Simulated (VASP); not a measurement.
Here is the system:

```xyz
1
Lattice="-1.5551 1.5551 1.5551 1.5551 -1.5551 1.5551 1.5551 1.5551 -1.5551" Properties=species:S:1:pos:R:3 pbc="T T T"
W      0.0000     0.0000     0.0000
```

Level of theory: TPSS meta-GGA, VASP's PBE PAW potentials (set 64) (plane waves; VASP). Run with 520 eV cut-off, 16×16×16 Γ-centred mesh, first-order Methfessel-Paxton smearing of 0.10 eV, potentials W_sv.

Question: The job: W (bcc), 1 atom, TPSS, static run, 520 eV, 16×16×16 Γ-centred mesh. Roughly how much core time does it take on a busy server core?

Answer: About 80 core-seconds (one run on a shared machine, a rough figure). It had 145 irreducible k-points, 11 bands, up to 420 plane waves and 21 electronic steps.

The compound is W in the bcc structure. This cell is one point of a volume scan, at 0.94 of the reference volume.
